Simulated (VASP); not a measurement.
Consider the following.

```xyz
1
Lattice="-1.5750 1.5750 1.5750 1.5750 -1.5750 1.5750 1.5750 1.5750 -1.5750" Properties=species:S:1:pos:R:3 pbc="T T T"
Mo     0.0000     0.0000     0.0000
```

Level of theory: vdW-DF2, VASP's PBE PAW potentials (set 64) (plane waves; VASP 6.6.1). Run with 520 eV cut-off, 15×15×15 Γ-centred mesh, first-order Methfessel-Paxton smearing of 0.10 eV, potentials Mo_sv.

Energy and stress use the plane-wave basis of the starting cell.

**Question.** The ions, cell shape and volume are relaxed. Predict the relaxed structure.

**Answer.** 
```xyz
1
Lattice="-1.6148 1.6148 1.6148 1.6148 -1.6148 1.6148 1.6148 1.6148 -1.6148" Properties=species:S:1:pos:R:3 pbc="T T T"
Mo     0.0000     0.0000     0.0000
```
Space group Im-3m (229), at a tolerance of 0.03 Å.

**Question.** How do energy and volume change from the first to the last step?

**Answer.** The energy (σ→0) changes by -69.9 meV/atom and the volume by +7.8 %, in 4 ionic steps.

| step | E(σ→0) (eV) | max force (eV/Å) | pressure (GPa) | volume (Å³) |
|---|---|---|---|---|
| 1 | -6.6355 | 0.000 | 19.73 | 15.63 |
| 2 | -6.3278 | 0.000 | -28.52 | 20.40 |
| 3 | -6.7050 | 0.000 | -1.21 | 16.93 |
| 4 | -6.7053 | 0.000 | -0.08 | 16.84 |

The compound is Mo in the bcc structure. This run relaxes it. Symmetry was kept, so distortions that lower it aren't found.
